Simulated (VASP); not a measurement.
Method: PBE GGA, VASP's PBE PAW potentials (set 64) (plane waves; VASP).

The input files of a VASP run:

File POSCAR:
```
CsSnI3
1
    5.8601981349    -0.0000000000     0.0000000000
    0.0000000000     5.8601981349    -0.0000000000
    0.0000000000     0.0000000000     5.8601981349
Cs Sn I
1 1 3
Direct
  0.0000000000   0.0000000000   0.0000000000
  0.5000000000   0.5000000000   0.5000000000
  0.5000000000   0.0000000000   0.5000000000
  0.0000000000   0.5000000000   0.5000000000
  0.5000000000   0.5000000000   0.0000000000
```

File KPOINTS:
```
K-points
0
Gamma
  4 4 4
```

INCAR:
```
GGA=PE   ! PBE
LASPH=.TRUE.
PSTRESS=100
PREC=Accurate
ALGO=Normal   ! blocked Davidson
EDIFF=1E-6
LCHARG=.FALSE.
LWAVE=.FALSE.
IBRION=2   ! conjugate gradients
SIGMA=0.05
NSW=40
NELM=100
LREAL=.FALSE.   ! projection in real space or not
EDIFFG=-0.02   ! ionic stop
LMAXMIX=4   ! l cut-off of mixed one-centre charges
ISIF=3   ! ions, shape and volume
SYSTEM=CsSnI3
ISMEAR=0
ENCUT=500
```

POTCAR, in this order: Cs_sv Sn_d I (PBE.64 set). Program: vasp_std.

Problem. What will the output report for the number of irreducible k-points (NKPTS), largest plane-wave count, number of space-group operations, FFT grid (NGX, NGY, NGZ)?

Solution. 
* **number of irreducible k-points (NKPTS)**: 10
* **largest plane-wave count**: 5137
* **number of space-group operations**: 48
* **FFT grid (NGX, NGY, NGZ)**: 48 × 48 × 48

The compound is CsSnI3 in the cubic perovskite structure, the ideal cubic form; the compound distorts at low or room temperature. This run relaxes it under an external pressure of 10 GPa. Symmetry was kept, so distortions that lower it aren't found.
